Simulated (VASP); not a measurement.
Given:

```
MoSe2
1.0
    1.63296    -2.82837     0.00000
    1.63296     2.82837     0.00000
    0.00000     0.00000    14.18057
Mo Se
2 4
Direct
  0.33333   0.66667   0.25000
  0.66667   0.33333   0.75000
  0.33333   0.66667   0.86728
  0.66667   0.33333   0.36728
  0.66667   0.33333   0.13272
  0.33333   0.66667   0.63272
```

Calculation: AM05 GGA, VASP's PBE PAW potentials (set 64) (plane waves; VASP). Run with 520 eV cut-off, Gaussian smearing of 0.050 eV, potentials Mo_sv Se.

Without a dispersion term in the relaxation, distances and binding between the weakly bound layers, chains or molecules are unreliable, and so is what depends on them.

Estimate the band gap (along the path) with the smallest direct gap where there is one.

```json
{
  "band gap (along the path)": "1.31 eV",
  "smallest direct gap (along the path)": "1.55 eV"
}
```

The absolute energy has meaning only against runs of the same code, potentials and settings.

The compound is MoSe2 in the 2H layered structure. It was relaxed first, which changed the volume by +8 %.
